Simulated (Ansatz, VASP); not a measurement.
# H15C8S2N3O4F2: VASP beside Ansatz, part 3 of 3

One calculation is typed for both programs; each brings its own data sets. How far apart do they land? Of the first pair: The structure shown is the start of the Ansatz relaxation below; VASP solves that cell, so the two are compared at the walk's first step.

VASP 6.6.1 and Ansatz 0.2.0.

So far. Step 3 (VASP: single point, PBE with D3(BJ), start cell, pair 1): The run ends at a pressure of 2.55 GPa, with forces up to 5.6 eV/Å.

## 6. VASP: single point, PBE with D3(BJ), relaxed cell, pair 2

Level of this step: PBE with D3(BJ); plane waves and PAW (C, N, H, S, O, F) (VASP).

The same cell, functional and mesh now go to VASP, with its own data sets.

INCAR reads:

```
SYSTEM = H15C8S2N3O4F2
PREC = Accurate
ENCUT = 520
EDIFF = 1E-06
NELM = 120
ISMEAR = 0
SIGMA = 0.01
LREAL = Auto
ALGO = Normal
GGA = PE
IVDW = 12
NBANDS = 399
LORBIT = 11
LWAVE = .FALSE.
LCHARG = .FALSE.
ISIF = 2
LASPH = .TRUE.
GGA_COMPAT = .FALSE.
EFERMI = MIDGAP
```

POSCAR reads:

```
H15C8S2N3O4F2
1.0
   12.5138900000      0.0000000000      0.0000000000
    0.0000000000     12.5138900000      0.0000000000
    0.0000000000      0.0000000000     12.5138900000
C N H S O F
40 15 75 10 20 10
Direct
    0.2615300000      0.0786100000      0.2204300000
    0.2112600000      0.1548500000      0.3015100000
    0.1590900000      0.2533700000      0.2508500000
    0.0678900000      0.2224400000      0.1762100000
    0.0721800000      0.3827900000      0.0520500000
    0.9996400000      0.4587300000      0.0217200000
    0.8055900000      0.4966600000      0.0647200000
    0.9194500000      0.3489600000      0.1350700000
    0.4071300000      0.8140500000      0.9786100000
    0.4832400000      0.8177900000      0.0739100000
    0.5747700000      0.7375500000      0.0651000000
    0.6522300000      0.7425500000      0.1587400000
    0.5901700000      0.7732600000      0.3500700000
    0.5510900000      0.7101300000      0.4300900000
    0.5114500000      0.5135200000      0.4496000000
    0.5764400000      0.6085600000      0.2868800000
    0.2510700000      0.7680200000      0.2701200000
    0.1353900000      0.8057300000      0.2608700000
    0.0571900000      0.7140600000      0.2797000000
    0.9398800000      0.7443500000      0.2692900000
    0.8470200000      0.9153400000      0.3255200000
    0.8259600000      0.9650100000      0.4205400000
    0.8690000000      0.9277900000      0.6143400000
    0.9192500000      0.8187600000      0.4551000000
    0.5437800000      0.2221300000      0.2807600000
    0.5946500000      0.1209200000      0.2349100000
    0.6267700000      0.1287000000      0.1169500000
    0.5297300000      0.1396200000      0.0441000000
    0.5868900000      0.0396500000      0.8771000000
    0.5973200000      0.0654400000      0.7716500000
[... 134 atom lines left out ...]
    0.5501600000      0.6809300000      0.6994700000
    0.8559000000      0.5030400000      0.7299000000
    0.9782800000      0.2180400000      0.4397600000
    0.8968400000      0.5644300000      0.4906100000
    0.3532200000      0.5477500000      0.0722500000
    0.3244200000      0.5872000000      0.8212100000
```

KPOINTS reads:

```
Automatic mesh
0
Gamma
1 1 1
0 0 0
```

The projector-augmented-wave data sets are C, N, H, S, O and F (PBE family, release 64).

Started as:

```console
export OMP_NUM_THREADS=3
mpirun -np 1 vasp_gam
```

Numbers of over 12 decimals in the logs are rounded to 6 here.

Output:

```text
[... set-up lines as in an earlier step ...]
 entering main loop
       N       E                     dE             d eps       ncg     rms          rms(c)
DAV:   1     0.465196089833E+04    0.46520E+04   -0.30544E+05   822   0.132E+03
DAV:   2    -0.576733384444E+03   -0.52287E+04   -0.49883E+04   997   0.322E+02
DAV:   3    -0.106589647690E+04   -0.48916E+03   -0.48500E+03   980   0.103E+02
DAV:   4    -0.107711104350E+04   -0.11215E+02   -0.11146E+02  1004   0.171E+01
[...]
DAV:  17    -0.977869675707E+03    0.14401E-04   -0.28014E-05   972   0.146E-02    0.110E-02
DAV:  18    -0.977869671548E+03    0.41583E-05   -0.78371E-06   932   0.101E-02    0.413E-03
DAV:  19    -0.977869670927E+03    0.62144E-06   -0.71789E-06   964   0.582E-03
   1 F= -.98806001E+03 E0= -.98806001E+03  d E =0.000000E+00
```

OUTCAR, selected parts (step 6):

```text
  FREE ENERGIE OF THE ION-ELECTRON SYSTEM (eV)
  ---------------------------------------------------
  free  energy   TOTEN  =      -988.0600108896 eV

  energy  without entropy=     -988.0600108896  energy(sigma->0) =     -988.06001089
```

The run ends at a pressure of -0.64 GPa, with forces up to 0.30 eV/Å.

## 7. Side by side

Both answers:

| quantity | Ansatz | VASP | difference |
| --- | --- | --- | --- |
| gap on the k mesh (eV) | 4.438 | 4.466 | -0.029 |

Forces on 7 of the 170 atoms, those with the largest forces and the largest differences (eV/Å; atoms numbered as in POSCAR):

| atom | Ansatz x, y, z | VASP x, y, z |
| --- | --- | --- |
| S132 | -0.010, -0.006, 0.011 | -0.115, -0.051, -0.269 |
| S133 | -0.003, -0.007, 0.004 | 0.051, 0.019, 0.285 |
| S134 | -0.019, 0.017, 0.021 | -0.285, -0.053, -0.032 |
| S135 | -0.005, -0.001, -0.003 | 0.233, 0.167, 0.044 |
| S136 | -0.008, -0.006, -0.001 | -0.251, -0.147, 0.022 |
| S139 | -0.001, -0.003, 0.008 | 0.157, -0.249, 0.044 |
| S140 | -0.003, -0.003, 0.000 | -0.012, -0.279, -0.089 |

The forces differ by 69 meV/Å r.m.s., where the r.m.s. force is 0.006 eV/Å in Ansatz and 0.070 eV/Å in VASP: the atoms lie near their places of rest in Ansatz, so a percentage would say little (all taken over all components). A gap on the mesh is an upper bound, since the band edges may lie between its points.

## 8. Outcome

| Item | Value |
| --- | --- |
| r.m.s. force difference (single point, PBE with D3(BJ), start cell, pair 1) | 6.0 % of the r.m.s. force |
| r.m.s. force difference (single point, PBE with D3(BJ), relaxed cell, pair 2) | 69 meV/Å |

**Reading.** The r.m.s. force difference is 69 meV/Å (single point, PBE with D3(BJ), relaxed cell, pair 2), beyond the 12 meV/Å picked in this series as the mark of a large difference. What causes the difference of the single point, PBE with D3(BJ), start cell, pair 1 pair stays open here. What causes the difference of the single point, PBE with D3(BJ), relaxed cell, pair 2 pair stays open here. How closely two codes agree says nothing of how well the functional describes the real material.

[Lines on the potential files, build, host, timing and source positions are cut from VASP's logs without a mark.]

[Logs are printed without paths, hosts, clocks, repeated set-up lines and the standing remarks that a program may print on its own settings, such as how far it seeks lower states.]

[Hosts, paths, dates, database ids (printed as entryN), source tags and the programs' standing remarks are cut or masked in the printed files.]
